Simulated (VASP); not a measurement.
VASP runs on MnS (rock salt, AFM-II order) share one base input (PBE GGA, plane waves, VASP's PBE PAW potentials (set 64)) and change the settings named in each case.

File POSCAR:
```
MnS
6.3931680
  0.8164966101   0.4082483051   0.4082483051
  0.4082483051   0.8164966101   0.4082483051
  0.4082483051   0.4082483051   0.8164966101
Mn S
2 2
direct
  0.0000000000   0.0000000000   0.0000000000
  0.5000000000   0.5000000000   0.5000000000
  0.2500000000   0.2500000000   0.2500000000
  0.7500000000   0.7500000000   0.7500000000
```

### KPOINTS
```
Automatic mesh
0
Gamma
6 6 6
0 0 0
```

### INCAR
```
SYSTEM = MnS
PREC = Accurate
ENCUT = 400
EDIFF = 1E-6
NELM = 100
ALGO = Normal
LREAL = .FALSE.
LASPH = .TRUE.
ISMEAR = 0
SIGMA = 0.05
GGA = PE
LMAXMIX = 4
ISPIN = 2
MAGMOM = 5.0 -5.0 0.0 0.0
LORBIT = 10
LWAVE = .FALSE.
LCHARG = .FALSE.
ISIF = 2
```

POTCAR, in this order: Mn_pv S (PBE.64 set). Program: vasp_std.

```
change                             E(σ→0) (eV/atom)  pressure (GPa)  gap on the mesh (eV)  moment (μB)  −TS (eV)
---------------------------------  ----------------  --------------  --------------------  -----------  --------
base run                                    -7.0981           -4.06                  0.89         0.00    0.0000
ISPIN = 1, the spin start removed           -5.9225          -24.05                  0.00            -   -0.0338
MAGMOM = 0 0 0 0                            -5.9225          -24.05                  0.00         0.00   -0.0338
MAGMOM = 1.0 -1.0 0.0 0.0                   -7.0981           -4.16                  0.89         0.00    0.0000
MAGMOM = 7.0 -3.0 0.0 0.0                   -7.0981           -4.00                  0.89         0.00    0.0000
MAGMOM = 5.0 5.0 0.0 0.0                        [?]             [?]                  0.00          [?]       [?]
```

Question: Complete the blanks.

Answer: 
- MAGMOM = 5.0 5.0 0.0 0.0, E(σ→0) (eV/atom): -7.0314
- MAGMOM = 5.0 5.0 0.0 0.0, pressure (GPa): -3.66
- MAGMOM = 5.0 5.0 0.0 0.0, moment (μB): 9.47
- MAGMOM = 5.0 5.0 0.0 0.0, −TS (eV): -0.0022

Left out are runs that ran out of time, are held back, or changed the cell or the kind of run, fixed moments of cells without a moment, rows past the twelfth, gaps on odd meshes, pressures of charged cells and columns that move by less than the noise.

The compound is MnS in the rock salt, AFM-II order structure. The cell was not relaxed at this level.
